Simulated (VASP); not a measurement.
Given:

```
CELL_PARAMETERS angstrom
      3.50209    -1.88341    -0.05709
      3.50209     1.88341    -0.05709
      2.54001     0.00000     3.05998
ATOMIC_POSITIONS crystal
  As 0.23073 0.23073 0.23073
  As 0.76927 0.76927 0.76927
```

Level of theory: LDA (Ceperley-Alder, Perdew-Zunger), VASP's LDA PAW potentials (set 64) (plane waves; VASP 6.6.1). Run with 520 eV cut-off, Gaussian smearing of 0.050 eV, potentials As.

What does the run give for the band gap (along the path) with the smallest direct gap where there is one?

- band gap (along the path): none (metal, semimetal or under 0.01 eV)

Only differences to runs with the same potentials and settings are physical.

The compound is As in the a7 structure. It was relaxed first.
